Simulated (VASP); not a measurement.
Input:

```xyz
6
Lattice="4.5214 0.0000 0.0000 -2.2607 3.9156 0.0000 0.0000 0.0000 10.2406" Properties=species:S:1:pos:R:3 pbc="T T T"
Cd    -1.1162     1.9333     6.8271
Cd     1.1445     1.9823    10.2406
Cd     2.2324     0.0000     3.4135
Te     3.3978     1.9462     1.7068
Te     1.1371     1.9694     5.1203
Te    -0.0134     3.9156     8.5338
```

The numbers are results of PBEsol GGA, VASP's PBE PAW potentials (set 64) (plane waves; VASP), not measurements. Run with 400 eV cut-off, 6×6×3 Γ-centred mesh, tetrahedra with Blöchl corrections, potentials Cd Te.

The cores are frozen, which limits the accuracy of field gradients.

Question: Give the principal components of the electric field gradient (V/Å²) and the asymmetry η at each nucleus.

Answer: 
```json
[
 {"atom": "Cd1", "Vxx": "-60.1", "Vyy": "-17.1", "Vzz": "77.2", "η": "0.56"},
 {"atom": "Cd2", "Vxx": "-60.1", "Vyy": "-17.1", "Vzz": "77.2", "η": "0.56"},
 {"atom": "Cd3", "Vxx": "-60.1", "Vyy": "-17.1", "Vzz": "77.2", "η": "0.56"},
 {"atom": "Te4", "Vxx": "96.2", "Vyy": "19.7", "Vzz": "-116.0", "η": "0.66"},
 {"atom": "Te5", "Vxx": "96.2", "Vyy": "19.7", "Vzz": "-116.0", "η": "0.66"},
 {"atom": "Te6", "Vxx": "96.2", "Vyy": "19.7", "Vzz": "-116.0", "η": "0.66"}
]
```

The structure comes from a computed database's CdTe entry (P3_121); how it stands against other phases isn't given here. It was relaxed first, which changed the volume by -7 %.
